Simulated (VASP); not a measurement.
```yaml
crystal:
  lattice:
    - [2.74769, 0.00000, 0.00000]
    - [-0.91590, 2.59055, 0.00000]
    - [0.00000, 0.00000, 26.27799]
  atoms:
    - { symbol: W, position: [0.50000, 0.50000, 0.33221] }
    - { symbol: W, position: [0.00000, 0.00000, 0.41454] }
    - { symbol: W, position: [0.50000, 0.50000, 0.50000] }
    - { symbol: W, position: [0.00000, 0.00000, 0.58546] }
    - { symbol: W, position: [0.50000, 0.50000, 0.66779] }
```

Method: r2SCAN meta-GGA, VASP's PBE PAW potentials (set 64) (plane waves; VASP 6.6.1). Run with PREC = Normal, 400 eV cut-off, 11×11×1 Γ-centred mesh, first-order Methfessel-Paxton smearing of 0.10 eV, potentials W_sv.

Unless said otherwise, spin-orbit coupling is left out, though it shifts the bands of the heavy elements here.

Problem. What does the run give for the energy per atom (σ→0), band gap (on the k-mesh) with the smallest direct gap where there is one?

Solution. 
The band gap (on the k-mesh) is none (metal, semimetal or under 0.01 eV) and the energy per atom (σ→0) comes out as -50.721 eV/atom.

The absolute energy has meaning only against runs of the same code, potentials and settings.

The cell is a thin slab with vacuum, built from W (bcc): (110) face.
